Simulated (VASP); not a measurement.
All values below come from LDA (Ceperley-Alder, Perdew-Zunger), VASP's LDA PAW potentials (set 64) (plane waves; VASP).

VASP input:

KPOINTS:
```
k-points along high-symmetry lines
12
Line-mode
Reciprocal
  0.000000   0.000000   0.000000 ! GAMMA
 -0.500000  -0.500000  -0.500000 ! T

 -0.500000  -0.500000  -0.500000 ! T
 -0.176985  -0.823015  -0.500000 ! H_2

  0.176985  -0.500000  -0.176985 ! H_0
 -0.000000  -0.500000  -0.000000 ! L

 -0.000000  -0.500000  -0.000000 ! L
  0.000000   0.000000   0.000000 ! GAMMA

  0.000000   0.000000   0.000000 ! GAMMA
  0.338492  -0.338492   0.000000 ! S_0

 -0.000000  -0.661508  -0.338492 ! S_2
  0.000000  -0.500000  -0.500000 ! F

  0.000000  -0.500000  -0.500000 ! F
  0.000000   0.000000   0.000000 ! GAMMA
```

**POSCAR**
```
Bi2Te3
10.2725990
  0.9772863108  -0.2119161859  -0.0017110974
  0.9772863108   0.2119161859  -0.0017110974
  0.9319717612   0.0000000000   0.3625306360
Bi Te
2 3
Cart
  1.1552529528  -0.0000000000   0.1437224003
  1.7312914299  -0.0000000000   0.2153860410
  0.0000000000   0.0000000000   0.0000000000
  0.6027403991  -0.0000000000   0.0749855663
  2.2838039836   0.0000000000   0.2841228749
```

**INCAR**
```
SYSTEM = Bi2Te3
PREC = Accurate
ENCUT = 400
EDIFF = 1E-7
NELM = 100
ALGO = Normal
LREAL = .FALSE.
LASPH = .TRUE.
ISMEAR = 0
SIGMA = 0.05
LMAXMIX = 4
LWAVE = .FALSE.
LCHARG = .FALSE.
LORBIT = 11
ICHARG = 11
```

POTCAR, in this order: Bi_d Te (LDA.64 set). Program: vasp_std. Read from the step before: CHGCAR.

The resulting files:

File OSZICAR:
```
       N       E                     dE             d eps       ncg     rms          rms(c)
DAV:   1     0.406789575583E+03    0.40679E+03   -0.19377E+04  4720   0.139E+03
DAV:   2     0.253716064648E+02   -0.38142E+03   -0.37212E+03  5216   0.377E+02
DAV:   3    -0.160162490860E+02   -0.41388E+02   -0.39664E+02  5924   0.140E+02
DAV:   4    -0.178527102841E+02   -0.18365E+01   -0.17903E+01  5468   0.306E+01
DAV:   5    -0.179538367166E+02   -0.10113E+00   -0.10061E+00  6724   0.665E+00
DAV:   6    -0.179557457018E+02   -0.19090E-02   -0.19064E-02  6216   0.845E-01
DAV:   7    -0.179558084489E+02   -0.62747E-04   -0.62726E-04  6720   0.130E-01
DAV:   8    -0.179558099385E+02   -0.14896E-05   -0.14893E-05  6380   0.181E-02
DAV:   9    -0.179558100184E+02   -0.79945E-07   -0.79644E-07  4564   0.314E-03
   1 F= -.17955810E+02 E0= -.17955627E+02  d E =-.365694E-03
```

**OUTCAR**
```
 val. band max:        6.5005902689   @ k =   0.0000   0.0000   0.0000

 cond. band min:       6.6425203299   @ k =   0.0000   0.0000   0.0000



 k-point     1 :       0.0000    0.0000    0.0000
  band No.  band energies     occupation
      1     -16.6864      2.00000
      2     -16.6864      2.00000
      3     -16.6846      2.00000
      4     -16.6846      2.00000
      5     -16.6716      2.00000
      6     -16.6700      2.00000
      7     -16.6681      2.00000
      8     -16.6680      2.00000
      9     -16.6660      2.00000
     10     -16.6660      2.00000
     11      -7.1324      2.00000
     12      -6.3336      2.00000
     13      -5.1582      2.00000
     14      -2.4650      2.00000
     15      -2.0245      2.00000
     16       4.0724      2.00000
     17       4.3561      2.00000
     18       4.6250      2.00000
     19       4.6250      2.00000
     20       4.6457      2.00000
     21       4.6457      2.00000
     22       5.5536      2.00000
     23       5.5536      2.00000
     24       6.5006      1.95534
     25       6.6425      0.04479
     26       7.0047      0.00000
     27       7.0047      0.00000
     28       8.3987      0.00000

 k-point     2 :      -0.0455   -0.0455   -0.0455
  band No.  band energies     occupation
      1     -16.6864      2.00000
      2     -16.6864      2.00000
      3     -16.6846      2.00000
      4     -16.6846      2.00000
      5     -16.6716      2.00000
      6     -16.6700      2.00000
      7     -16.6681      2.00000
      8     -16.6681      2.00000
      9     -16.6660      2.00000
     10     -16.6660      2.00000
     11      -7.1302      2.00000
     12      -6.3411      2.00000
     13      -5.1475      2.00000
     14      -2.5047      2.00000
     15      -1.9882      2.00000
     16       4.0476      2.00000
     17       4.3803      2.00000
     18       4.6088      2.00000
     19       4.6088      2.00000
     20       4.6643      2.00000
     21       4.6643      2.00000
...
```

The density is held fixed in this step, so its total energy and stress have no physical meaning. Unless said otherwise, spin-orbit coupling is left out, though it shifts the bands of the heavy elements here.

The compound is Bi2Te3 in the tetradymite structure. It was relaxed first.
